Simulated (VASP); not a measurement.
Method: PBE GGA, VASP's PBE PAW potentials (set 64) (plane waves; VASP).

Input for VASP

**POSCAR**
```
MnS
1
    5.2200000000     2.6100000000     2.6100000000
    2.6100000000     5.2200000000     2.6100000000
    2.6100000000     2.6100000000     5.2200000000
Mn S
2 2
Direct
  0.0000000000   0.0000000000   0.0000000000
  0.5000000000   0.5000000000   0.5000000000
  0.2500000000   0.2500000000   0.2500000000
  0.7500000000   0.7500000000   0.7500000000
```

**KPOINTS**
```
Automatic mesh
0
Gamma
6 6 6
0 0 0
```

### INCAR
```
SYSTEM=MnS
PREC=Accurate; ENCUT=400; LREAL=.False.
LASPH=.True.
EDIFF=1E-6; NELM=100; ALGO=Normal
LMAXMIX=4
ISMEAR=0; SIGMA=0.05
GGA=PE
MAGMOM=1.0 -1.0 2*0.0
ISPIN=2
ISIF=2
LWAVE=.False.; LCHARG=.False.; LORBIT=10
```

POTCAR, in this order: Mn_pv S (PBE.64 set). Program: vasp_std.

The run wrote:

### OSZICAR
```
       N       E                     dE             d eps       ncg     rms          rms(c)
DAV:   1     0.318540236185E+03    0.31854E+03   -0.18957E+04  3408   0.148E+03
DAV:   2     0.152013574536E+01   -0.31702E+03   -0.31210E+03  3008   0.422E+02
DAV:   3    -0.265268824025E+02   -0.28047E+02   -0.27684E+02  3961   0.117E+02
DAV:   4    -0.274983986412E+02   -0.97152E+00   -0.93833E+00  3751   0.188E+01
DAV:   5    -0.275297954416E+02   -0.31397E-01   -0.30643E-01  3629   0.361E+00    0.195E+01
DAV:   6    -0.291146500721E+02   -0.15849E+01   -0.74728E+01  3634   0.657E+01    0.244E+01
DAV:   7    -0.271773506286E+02    0.19373E+01   -0.26700E+01  3906   0.437E+01    0.138E+01
DAV:   8    -0.281460380304E+02   -0.96869E+00   -0.32476E+00  3601   0.109E+01    0.722E+00
DAV:   9    -0.282527096332E+02   -0.10667E+00   -0.83990E-01  3448   0.681E+00    0.488E+00
DAV:  10    -0.283322936598E+02   -0.79584E-01   -0.85373E-01  3606   0.675E+00    0.281E+00
DAV:  11    -0.283775197171E+02   -0.45226E-01   -0.18072E-01  3573   0.421E+00    0.136E+00
DAV:  12    -0.283902941304E+02   -0.12774E-01   -0.14224E-02  3528   0.120E+00    0.559E-01
DAV:  13    -0.283921377958E+02   -0.18437E-02   -0.75740E-03  3659   0.702E-01    0.984E-02
DAV:  14    -0.283922366359E+02   -0.98840E-04   -0.95146E-04  3182   0.218E-01    0.850E-02
DAV:  15    -0.283922429797E+02   -0.63437E-05   -0.34609E-05  3588   0.405E-02    0.560E-02
DAV:  16    -0.283922568100E+02   -0.13830E-04   -0.56675E-05  3448   0.793E-02    0.264E-02
DAV:  17    -0.283922574554E+02   -0.64539E-06   -0.73158E-06  3506   0.190E-02
   1 F= -.28392257E+02 E0= -.28392257E+02  d E =-.208077E-16  mag=     0.0000
```

**OUTCAR**
```
------------------------ aborting loop because EDIFF is reached ----------------------------------------
  FORCE on cell =-STRESS in cart. coord.  units (eV):
  Direction    XX          YY          ZZ          XY          YZ          ZX
  --------------------------------------------------------------------------------------
  Total       -1.8484526     -1.8484526     -1.8484526     -0.1027027     -0.1027027     -0.1027027
  in kB      -41.6425567    -41.6425567    -41.6425567     -2.3137197     -2.3137197     -2.3137197
  external PRESSURE =     -41.6425567 kB  Pullay stress =       0.0000000 kB
  volume of cell :       71.12
      direct lattice vectors                 reciprocal lattice vectors
     5.220000000  2.610000000  2.610000000     0.287356322 -0.095785441 -0.095785441
     2.610000000  5.220000000  2.610000000    -0.095785441  0.287356322 -0.095785441
     2.610000000  2.610000000  5.220000000    -0.095785441 -0.095785441  0.287356322
 POSITION                                       TOTAL-FORCE (eV/Angst)
 -----------------------------------------------------------------------------------
      0.00000      0.00000      0.00000        -0.000000     -0.000000     -0.000000
      5.22000      5.22000      5.22000        -0.000000      0.000000     -0.000000
      2.61000      2.61000      2.61000         0.000000     -0.000000      0.000000
      7.83000      7.83000      7.83000        -0.000000      0.000000      0.000000
 -----------------------------------------------------------------------------------
    total drift:                                0.000000     -0.000000     -0.000000
  FREE ENERGIE OF THE ION-ELECTRON SYSTEM (eV)
  ---------------------------------------------------
  free  energy   TOTEN  =       -28.3922574554 eV

  energy  without entropy=      -28.3922574554  energy(sigma->0) =      -28.39225746

 total charge

# of ion       s       p       d       tot
------------------------------------------
    1        0.208   6.155   4.945  11.309
    2        0.208   6.155   4.945  11.309
    3        1.326   2.403   0.000   3.729
    4        1.326   2.403   0.000   3.729
--------------------------------------------------
tot          3.068  17.117   9.890  30.075

 magnetization (x)

# of ion       s       p       d       tot
------------------------------------------
    1        0.019   0.015   4.173   4.208
    2       -0.019  -0.015  -4.173  -4.208
    3        0.000   0.000   0.000   0.000
    4        0.000   0.000   0.000   0.000
--------------------------------------------------
tot          0.000   0.000   0.000   0.000
```
(Selected blocks of OUTCAR.)

The compound is MnS in the rock salt, AFM-II order structure. The cell was not relaxed at this level. The run is one of a series of settings (MAGMOM = 1.0 -1.0 0.0 0.0 against the base run), some of them coarse on purpose.
